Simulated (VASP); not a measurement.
# A VASP study of Mo (r2SCAN + rVV10): structure first, properties next, part 3 of 3

Aim: relax Mo with r2SCAN + rVV10, compute its properties on that cell and hold them against experiment. Left out of this account: at least 1 further run (core levels: core levels are not valid at this level). The start is a cell from a database of measured crystal structures.

VASP 6.6.1, plane waves and PAW; the level of theory is named at each step.

So far. Step 3 (Single point with fields (r2SCAN + rVV10)): In this run the pressure is 0.00 GPa, small enough to go on; single stress components reach 0.00 GPa. Step 4 (Bands along the symmetry lines (r2SCAN + rVV10)): There is no gap at this level. The relaxed cell has a = 3.145 Å (conventional setting).

### 5. Total and projected DOS (r2SCAN + rVV10)

Level of this step: r2SCAN with rVV10; plane waves and PAW (Mo_sv) (VASP).

A density of states needs more k-points than a total energy, and tetrahedra (ISMEAR = -5) or a smearing that fits the mesh; LORBIT projects the states on the PAW spheres. The mesh is finer than in the run before.

INCAR reads:

```
SYSTEM = Mo
PREC = Accurate
ENCUT = 400
EDIFF = 1E-06
NELM = 100
ISMEAR = -5
SIGMA = 0.2
LREAL = .FALSE.
ALGO = Normal
METAGGA = R2SCAN
LUSE_VDW = .TRUE.
IVDW_NL = 2
BPARAM = 11.95
CPARAM = 0.0093
LASPH = .TRUE.
NBANDS = 18
LORBIT = 11
LWAVE = .FALSE.
LCHARG = .FALSE.
KPAR = 2
NEDOS = 2001
```

POSCAR reads:

```
Mo
1.0
   -1.5724553579      1.5724553579      1.5724553579
    1.5724553579     -1.5724553579      1.5724553579
    1.5724553579      1.5724553579     -1.5724553579
Mo
1
Direct
    0.0000000000      0.0000000000      0.0000000000
```

KPOINTS reads:

```
Automatic mesh
0
Gamma
15 15 15
0 0 0
```

The projector-augmented-wave data sets are Mo_sv (PBE family, release 64).

Run with:

```console
$ mpirun -np 2 vasp_std
```

Log:

```text
[... set-up lines as in an earlier step ...]
 entering main loop
       N       E                     dE             d eps       ncg     rms          rms(c)
Total rVV10 correction in eV:      0.2493757    14.0030733
Total rVV10 correction in eV:      0.2493757    14.0030733
DAV:   1     0.667727445806E+02    0.66773E+02   -0.64973E+03  4440   0.675E+02
DAV:   2    -0.309592560334E+02   -0.97732E+02   -0.93848E+02  4880   0.234E+02
DAV:   3    -0.322061303949E+02   -0.12469E+01   -0.12424E+01  5010   0.262E+01
DAV:   4    -0.322087721058E+02   -0.26417E-02   -0.26423E-02  4856   0.138E+00
DAV:   5    -0.322087824201E+02   -0.10314E-04   -0.10319E-04  4782   0.795E-02    0.186E+01
Total rVV10 correction in eV:      0.2307070    14.0030734
Total rVV10 correction in eV:      0.2307070    14.0030734
DAV:   6    -0.258425842413E+02    0.63662E+01   -0.19380E+00  4440   0.148E+01    0.237E+00
Total rVV10 correction in eV:      0.2249599    14.0030734
Total rVV10 correction in eV:      0.2249599    14.0030734
DAV:   7    -0.258452669516E+02   -0.26827E-02   -0.50012E-02  4884   0.225E+00    0.120E+00
Total rVV10 correction in eV:      0.2208577    14.0030734
Total rVV10 correction in eV:      0.2208577    14.0030734
DAV:   8    -0.258555584704E+02   -0.10292E-01   -0.23072E-02  4684   0.141E+00    0.699E-01
Total rVV10 correction in eV:      0.2216566    14.0030734
Total rVV10 correction in eV:      0.2216566    14.0030734
DAV:   9    -0.258548980946E+02    0.66038E-03   -0.24499E-03  4492   0.522E-01    0.776E-02
Total rVV10 correction in eV:      0.2215322    14.0030734
Total rVV10 correction in eV:      0.2215322    14.0030734
DAV:  10    -0.258551474336E+02   -0.24934E-03   -0.18024E-04  5088   0.129E-01    0.714E-02
Total rVV10 correction in eV:      0.2217549    14.0030734
Total rVV10 correction in eV:      0.2217549    14.0030734
DAV:  11    -0.258550512548E+02    0.96179E-04   -0.26381E-05  4512   0.577E-02    0.668E-03
Total rVV10 correction in eV:      0.2217565    14.0030734
Total rVV10 correction in eV:      0.2217565    14.0030734
DAV:  12    -0.258550517662E+02   -0.51141E-06   -0.27688E-07  3406   0.414E-03
Total rVV10 correction in eV:      0.2217548    14.0030734
Total rVV10 correction in eV:      0.2217548    14.0030734
Total rVV10 correction in eV:      0.2217545    14.0030734
Total rVV10 correction in eV:      0.2217545    14.0030734
   1 F= -.25855052E+02 E0= -.25855052E+02  d E =0.000000E+00
 -----------------------------------------------------------------------------
|                                                                             |
|           W    W    AA    RRRRR   N    N  II  N    N   GGGG   !!!           |
|           W    W   A  A   R    R  NN   N  II  NN   N  G    G  !!!           |
|           W    W  A    A  R    R  N N  N  II  N N  N  G       !!!           |
|           W WW W  AAAAAA  RRRRR   N  N N  II  N  N N  G  GGG   !            |
|           WW  WW  A    A  R   R   N   NN  II  N   NN  G    G                |
|           W    W  A    A  R    R  N    N  II  N    N   GGGG   !!!           |
|                                                                             |
|     Tetrahedron method does not include variations of the Fermi             |
|     occupations, so forces and stress will be inaccurate. We suggest        |
|     using a different smearing scheme ISMEAR = 1 or 2 for metals in         |
|     relaxations.                                                            |
|                                                                             |
 -----------------------------------------------------------------------------
```

Elapsed: 30 s, on 2 MPI ranks of AMD EPYC 9R45, shared host; peak memory 0.32 GiB; 58 s of CPU time.

From OUTCAR (step 5):

```text
   k-points           NKPTS =    120   k-points in BZ     NKDIM =    120   number of bands    NBANDS=     18

   NELECT =      14.0000    total number of electrons

 E-fermi :  12.6457

 k-point     1 :       0.0000    0.0000    0.0000
  band No.  band energies     occupation
    ...
      4     -23.0600      2.00000
      5       4.9242      2.00000
      6      11.1864      2.00000
      7      11.1864      2.00000
      8      11.1864      2.00000
      9      14.5398      0.00000
     10      14.5398      0.00000
     11      28.1109      0.00000
     12      28.1109      0.00000
     13      28.1109      0.00000
    ...

  Total        0.0713907      0.0713907      0.0713907     -0.0000000      0.0000000      0.0000000
  in kB        7.3545736      7.3545736      7.3545736     -0.0000000      0.0000000      0.0000000
  external PRESSURE =       7.3545736 kB  Pullay stress =       0.0000000 kB

 POSITION                                       TOTAL-FORCE (eV/Angst)
 -----------------------------------------------------------------------------------
      0.00000      0.00000      0.00000         0.000000      0.000000     -0.000000
 -----------------------------------------------------------------------------------
    total drift:                                0.000000     -0.000000      0.000000

  FREE ENERGIE OF THE ION-ELECTRON SYSTEM (eV)
  ---------------------------------------------------
  free  energy   TOTEN  =       -25.8550517662 eV

  energy  without entropy=      -25.8550517662  energy(sigma->0) =      -25.85505177

[... 6 parts as in an earlier step ...]

[... 10 further parts left out ...]
```

With tetrahedra the forces and stress of a metal are not exact derivatives of the energy.

Numbers from this step:

```yaml
irreducible_k_points: 120
free_energy_toten: -25.86 eV
fermi_energy: 12.65 eV
pressure: 0.7355 GPa
dos_at_the_fermi_level_one_point_of_the_energy_grid: 0.5149 states/eV/cell
```

The density of states has structure finer than the step of the table below, so its rows give means over 1 eV, whole bins alone (the curve runs from -12.0 to 7.87 eV). Peaks (eV: height): total -4.2: 1.55, -3.2: 2.16, -1.8: 2.37, 2.7: 2.97; Mo d -4.2: 0.972, -3.2: 1.64, -1.8: 1.58, 2.7: 2.72; Mo p -4.1: 0.0559, -3.2: 0.0844, -1.8: 0.176; Mo s -5.2: 0.178, -1.8: 0.0646, 2.7: 0.0334.

States under -12.0 eV and over 7.9 eV are left out. Table of density of states by energy, zero at the Fermi level; means over each step; values in states/eV/cell:

```
energy (eV)    total    Mo d     Mo p     Mo s
         -9        0       0        0        0
         -8  0.00209       0   1.4e-5  0.00112
         -7   0.0511  6.7e-4  0.00146   0.0259
         -6    0.152  0.0306  0.00647   0.0555
         -5     1.04   0.548   0.0323    0.158
         -4     1.08   0.696   0.0419   0.0745
         -3     1.47    1.13   0.0529   0.0106
         -2     1.38   0.946   0.0947   0.0345
         -1    0.583   0.354   0.0592   0.0164
          0    0.585   0.428   0.0364  0.00798
          1     1.11   0.931   0.0246   0.0105
          2     1.34    1.21   0.0145  0.00897
          3     1.34    1.19   0.0294   0.0236
          4    0.570   0.472   0.0256   0.0188
          5    0.290   0.199   0.0294   0.0172
          6    0.269   0.157   0.0405   0.0165
          7    0.250   0.129   0.0473   0.0147
```

The finer mesh and the other smearing move the Fermi level by -0.11 eV from the 10×10×10 run, one measure of the sampling error in the zero of the bands above. Of the states within 0.3 eV of the Fermi level, the largest shares in the PAW spheres are Mo d 72 % and Mo p 7 %. The rest lies in smaller channels or between the spheres.

### 6. Band structure (r2SCAN + rVV10 + SOC)

This step: r2SCAN with rVV10, spin-orbit coupling; plane waves and PAW (Mo_sv) (VASP 6.6.1).

The mesh alone shows little of the dispersion and can miss band extrema, so KPOINTS_OPT adds a path through the symmetry points after the self-consistent cycle. Spin-orbit coupling needs spinors and the noncollinear program, where each band holds one electron.

Changes to INCAR since step 5:

```diff
@@ -5,3 +5,3 @@
 NELM = 100
-ISMEAR = -5
+ISMEAR = 1
 SIGMA = 0.2
@@ -15,3 +15,8 @@
 LASPH = .TRUE.
-NBANDS = 18
+LNONCOLLINEAR = .TRUE.
+MAGMOM = 0 0 0
+NBANDS = 26
+GGA_COMPAT = .FALSE.
+LSORBIT = .TRUE.
+LMAXMIX = 4
 LORBIT = 11
@@ -20,2 +25 @@
 KPAR = 2
-NEDOS = 2001
```

POSCAR is that of step 5.

KPOINTS reads:

```
Automatic mesh
0
Gamma
8 8 8
0 0 0
```

KPOINTS_OPT reads:

```
Line mode
16
Line-mode
Reciprocal
  0.00000000   0.00000000   0.00000000 GAMMA
  0.50000000  -0.50000000   0.50000000 H

  0.50000000  -0.50000000   0.50000000 H
  0.00000000   0.00000000   0.50000000 N

  0.00000000   0.00000000   0.50000000 N
  0.00000000   0.00000000   0.00000000 GAMMA

  0.00000000   0.00000000   0.00000000 GAMMA
  0.25000000   0.25000000   0.25000000 P

  0.25000000   0.25000000   0.25000000 P
  0.50000000  -0.50000000   0.50000000 H

  0.25000000   0.25000000   0.25000000 P
  0.00000000   0.00000000   0.50000000 N
```

Run with:

```console
$ mpirun -np 2 vasp_ncl
```

Log:

```text
[... set-up lines as in an earlier step ...]
 entering main loop
       N       E                     dE             d eps       ncg     rms          rms(c)
Total rVV10 correction in eV:      0.2493757    14.0030733
Total rVV10 correction in eV:      0.2493757    14.0030733
DAV:   1     0.100520497672E+03    0.10052E+03   -0.71014E+03  1524   0.950E+02
DAV:   2    -0.298447914398E+02   -0.13037E+03   -0.12569E+03  1672   0.341E+02
DAV:   3    -0.322882699242E+02   -0.24435E+01   -0.24154E+01  1744   0.478E+01
DAV:   4    -0.322974328328E+02   -0.91629E-02   -0.91607E-02  1590   0.317E+00
DAV:   5    -0.322974917530E+02   -0.58920E-04   -0.58920E-04  1630   0.233E-01    0.186E+01
Total rVV10 correction in eV:      0.2306762    14.0030734
Total rVV10 correction in eV:      0.2306762    14.0030734
DAV:   6    -0.259220443146E+02    0.63754E+01   -0.26475E+00  1530   0.205E+01    0.246E+00
Total rVV10 correction in eV:      0.2248245    14.0030734
Total rVV10 correction in eV:      0.2248245    14.0030734
DAV:   7    -0.259244834279E+02   -0.24391E-02   -0.77840E-02  1656   0.315E+00    0.129E+00
Total rVV10 correction in eV:      0.2214867    14.0030734
Total rVV10 correction in eV:      0.2214867    14.0030734
DAV:   8    -0.259329073181E+02   -0.84239E-02   -0.20063E-02  1550   0.155E+00    0.111E+00
Total rVV10 correction in eV:      0.2211834    14.0030734
Total rVV10 correction in eV:      0.2211834    14.0030734
DAV:   9    -0.259343489821E+02   -0.14417E-02   -0.12058E-03  1584   0.366E-01    0.383E-01
Total rVV10 correction in eV:      0.2215454    14.0030734
Total rVV10 correction in eV:      0.2215454    14.0030734
DAV:  10    -0.259345077579E+02   -0.15878E-03   -0.72573E-04  1544   0.321E-01    0.550E-02
Total rVV10 correction in eV:      0.2215788    14.0030734
Total rVV10 correction in eV:      0.2215788    14.0030734
DAV:  11    -0.259345599438E+02   -0.52186E-04   -0.76251E-05  1576   0.955E-02    0.243E-02
Total rVV10 correction in eV:      0.2216681    14.0030734
Total rVV10 correction in eV:      0.2216681    14.0030734
DAV:  12    -0.259345501893E+02    0.97545E-05   -0.63816E-06  1592   0.307E-02    0.527E-03
Total rVV10 correction in eV:      0.2216668    14.0030734
Total rVV10 correction in eV:      0.2216668    14.0030734
DAV:  13    -0.259345503664E+02   -0.17706E-06   -0.54246E-08   842   0.267E-03
Total rVV10 correction in eV:      0.2216641    14.0030734
Total rVV10 correction in eV:      0.2216641    14.0030734
Total rVV10 correction in eV:      0.2216653    14.0030734
Total rVV10 correction in eV:      0.2216653    14.0030734
   1 F= -.25934550E+02 E0= -.25934513E+02  d E =-.112178E-03  mag=    -0.0000    -0.0000    -0.0000
 Start KPOINTS_OPT (optional k-point list driver)
k-point batch [1-29\96]
       N       E                     dE             ncg
DAV:   1    -0.152435528219E+04   -0.15198E+05     1516
DAV:   2    -0.528602820159E+04   -0.37617E+04     1732
DAV:   3    -0.535154584495E+04   -0.65518E+02     1640
DAV:   4    -0.535178438253E+04   -0.23854E+00     1694
DAV:   5    -0.535178622018E+04   -0.18377E-02     1620
DAV:   6    -0.535178624793E+04   -0.27748E-04     1522
DAV:   7    -0.535178624846E+04   -0.53374E-06     1276
[...]
k-point batch [88-96\96]
       N       E                     dE             ncg
DAV:   1     0.121902014883E+05   -0.52062E+04      468
DAV:   2     0.109990147769E+05   -0.11912E+04      548
DAV:   3     0.109768987133E+05   -0.22116E+02      488
DAV:   4     0.109768210370E+05   -0.77676E-01      472
DAV:   5     0.109768204562E+05   -0.58085E-03      482
DAV:   6     0.109768204480E+05   -0.81773E-05      424
DAV:   7     0.109768204479E+05   -0.14593E-06      370
```

It took 76 s on 2 MPI ranks; peak memory 0.36 GiB; 2.5 min of CPU time.

OUTCAR, selected parts (step 6):

```text
   k-points           NKPTS =     29   k-points in BZ     NKDIM =     29   number of bands    NBANDS=     26

   NELECT =      14.0000    total number of electrons

 E-fermi :  12.5099

 k-point     1 :       0.0000    0.0000    0.0000
  band No.  band energies     occupation
    ...
     12      11.1324      1.00000
     13      11.1324      1.00000
     14      11.1324      1.00000
     15      11.2735      1.00000
     16      11.2735      1.00000
     17      14.5406     -0.00000
     18      14.5406     -0.00000
     19      14.5406     -0.00000
     20      14.5406     -0.00000
     21      28.1091      0.00000
    ...

  Total        0.1398114      0.1398114      0.1398114     -0.0000000     -0.0000000      0.0000000
  in kB       14.4031731     14.4031731     14.4031731     -0.0000000     -0.0000000      0.0000000
  external PRESSURE =      14.4031731 kB  Pullay stress =       0.0000000 kB

 POSITION                                       TOTAL-FORCE (eV/Angst)
 -----------------------------------------------------------------------------------
      0.00000      0.00000      0.00000        -0.000000      0.000000      0.000000
 -----------------------------------------------------------------------------------
    total drift:                                0.000000     -0.000000      0.000000

  FREE ENERGIE OF THE ION-ELECTRON SYSTEM (eV)
  ---------------------------------------------------
  free  energy   TOTEN  =       -25.9345503664 eV

  energy  without entropy=      -25.9344381886  energy(sigma->0) =      -25.93451297

 Spin-Orbit-Coupling matrix elements
 Ion:    1  E_soc:     -0.1992792

 magnetization (x)
# of ion       s       p       d       tot
------------------------------------------
    1       -0.000   0.000   0.000   0.000

 magnetization (y)
# of ion       s       p       d       tot
------------------------------------------
    1       -0.000  -0.000   0.000  -0.000

 magnetization (z)
# of ion       s       p       d       tot
------------------------------------------
    1       -0.000  -0.000  -0.000  -0.000

[... 6 parts as in an earlier step ...]

[... 10 further parts left out ...]
```

This step gave:

| Quantity | Value |
| --- | --- |
| SCF cycles | 13 |
| bands | 26 |
| irreducible k-points | 29 |
| free energy (TOTEN) | -25.93 eV |
| Fermi energy | 12.51 eV |
| pressure | 1.440 GPa |

On-site spin-orbit energy by atom:

```
atom  on-site spin-orbit energy (eV)
 Mo1                          -0.199
```

Electronic bands along the path, in eV, zero at the Fermi level; # counts the bands kept in this run, so #1 is VASP's band 9:

```
          point     #3     #4     #5     #6     #7     #8    #9   #10
              Γ  -1.38  -1.38  -1.38  -1.38  -1.24  -1.24  2.03  2.03
0.53 of the way  -3.00  -3.00  -0.43  -0.43  -0.28  -0.28  1.31  1.31
              H  -5.59  -5.59   4.21   4.21   4.21   4.21  4.41  4.41
0.47 of the way  -3.65  -3.65  -0.39  -0.39   0.61   0.61  4.62  4.62
              N  -3.51  -3.51   1.70   1.70   2.00   2.00  2.72  2.72
0.47 of the way  -2.65  -2.65  -1.47  -1.47   1.45   1.45  1.55  1.55
              Γ  -1.38  -1.38  -1.38  -1.38  -1.24  -1.24  2.03  2.03
0.47 of the way  -2.74  -2.74  -2.72  -2.72   1.90   1.90  2.01  2.01
              P  -2.67  -2.67  -2.67  -2.67   2.85   2.85  2.85  2.85
0.53 of the way  -3.38  -3.38  -2.58  -2.58   2.57   2.57  2.65  2.65
              H  -5.59  -5.59   4.21   4.21   4.21   4.21  4.41  4.41
      jump to P  -2.67  -2.67  -2.67  -2.67   2.85   2.85  2.85  2.85
0.47 of the way  -3.47  -3.47  -0.77  -0.77   2.42   2.42  2.79  2.79
              N  -3.51  -3.51   1.70   1.70   2.00   2.00  2.72  2.72
```

At these settings, which differ from those of the relaxation, the cell is under a pressure of 1.4 GPa. Spin-orbit coupling and whatever else the input changes with it, such as the mesh, can each hold a part of this; the runs don't part them.

### 7. Summary of results

```json
{
  "relaxed volume": "15.55 Å³/atom",
  "relaxed conventional cell a, b, c": "3.145, 3.145, 3.145 Å",
  "space group after relaxing, within 0.02 Å": "Im-3m (No. 229)",
  "band gap": "none, a metal",
  "DOS at the Fermi level": "0.515 states/eV/cell",
  "band gap (r2SCAN + rVV10 + SOC)": "none, a metal"
}
```

What this shows: With r2SCAN + rVV10, Mo relaxes to 15.55 Å³/atom in space group Im-3m (held by the symmetry of the run) and comes out as a metal. Against the listed cell the volume lies -0.2 %. Bands along the symmetry lines (r2SCAN + rVV10): Of the bands kept, 3 cross the Fermi level on this path. Band structure (r2SCAN + rVV10 + SOC): Of the bands kept, 6 cross the Fermi level on this path (spinor bands, one electron each). The k-sampling is coarse for a metal, so the Fermi level, pressures and the shape of the cell carry errors. No search among competing phases was made. All values are for a static lattice at zero temperature.

Comparison with the measured values:

| quantity | measured | r2SCAN with rVV10 |
| --- | --- | --- |
| lattice constant a (Å) | 3.147 | 3.145 (-0.1 %) |

Measured values from pmc:10052566 (2023).

Verdict: The lattice constant a is off by -0.1 %: good agreement. The grades are ours: good and fair within 0.7 and 1.5 % for the lattice constant a. For lattice constants the calculation has a static lattice, without zero-point motion or thermal expansion.

[Lines on the potential files, build, host, timing and source positions are cut from VASP's logs without a mark.]

[Logs are printed without paths, hosts, clocks, repeated set-up lines and the standing remarks that a program may print on its own settings, such as how far it seeks lower states.]

[Hosts, paths, dates, database ids (printed as entryN), source tags and the programs' standing remarks are cut or masked in the printed files.]

[A measured line is paired with the nearest computed mode of its activity, which favours agreement.]

[In band tables of VASP the shares of atoms and orbitals are scaled to a sum of 1 inside the atoms' spheres.]
